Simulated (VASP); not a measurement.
Data:

```
CELL_PARAMETERS angstrom
     -1.93813     1.93813     1.93813
      1.93813    -1.93813     1.93813
      1.93813     1.93813    -1.93813
ATOMIC_POSITIONS crystal
  Tl 0.00000 0.00000 0.00000
```

These are r2SCAN+rVV10 with spin-orbit coupling, VASP's PBE PAW potentials (set 64) (plane waves; VASP) values and carry that method's errors. Settings: 400 eV cut-off, 12×12×12 Γ-centred mesh, Gaussian smearing of 0.050 eV, potentials Tl_d.

Give the energies of bands 11 to 18 at the high-symmetry points, in eV from the Fermi level.

| band | Γ | H | N | P |
|---|---|---|---|---|
| 11 | -10.18 | -1.65 | -5.12 | -4.34 |
| 12 | -10.18 | -1.65 | -5.12 | -4.34 |
| 13 | 8.92 | 0.48 | -2.66 | 0.22 |
| 14 | 8.92 | 0.48 | -2.66 | 0.22 |
| 15 | 12.08 | 2.10 | 5.77 | 1.29 |
| 16 | 12.08 | 2.10 | 5.77 | 1.29 |
| 17 | 12.08 | 2.10 | 7.74 | 1.29 |
| 18 | 12.08 | 2.10 | 7.74 | 1.29 |

It has no gap at this level: it comes out as a metal or semimetal.

The structure comes from a measured Tl entry (Im-3m) of the Crystallography Open Database, whose conditions weren't checked. It was relaxed first.
